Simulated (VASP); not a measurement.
Runs of VASP 6.6.1 on CoO. Symmetry: Fm-3m, No. 225, cubic system. The conventional cell has a = 4.263 Å, b = 4.263 Å, c = 4.263 Å, α = 90.00°, β = 90.00°, γ = 90.00°. Around Co (site symmetry m-3m) lie 6 O at 2.13 Å. O (site symmetry m-3m) is surrounded by 6 Co at 2.13 Å. 

```tsv
task	level	U	cell	gap on the mesh (eV)	pressure (GPa)	moment (μB)	relaxed volume (Å³/atom)
single point	PBE	-	as given	none	-2.5	(a)	-
relaxation of cell and atoms	r2SCAN	-	relaxed	none	0.0	3.00	(b)
single point	PBE+U	Co d U = 3.3 eV	as given	none	-2.4	3.00	-
relaxation of cell and atoms	PBE+U	Co d U = 3.3 eV	relaxed	none	0.0	3.00	9.55
single point	r2SCAN	-	as given	none	-7.9	3.00	-
relaxation of cell and atoms	PBE	-	relaxed	none	0.0	(c)	9.54
```

Alike in all rows: potentials or basis VASP PAW PBE potentials, release 64 (Co, O); spin collinear, ferromagnetic start; k mesh 12 × 12 × 12; cutoff (eV) 600; smearing gaussian 0.03 eV.

**Question.** Fill in the values left out.

**Answer.** (a) 2.95; (b) 9.31; (c) 2.91.

Caveats: a cell with one magnetic atom can't hold antiferromagnetic order, which such compounds often take; semilocal functionals often make such compounds metallic where correlation or magnetic order opens a gap, which also shifts bond lengths (some runs); the PAW data sets were made with another functional, which shifts forces and pressure a little (some runs).

A k mesh can miss the band edges.

A gap of «none» marks a metal or a gap under the smearing width.

Not every run made on this cell is shown here.
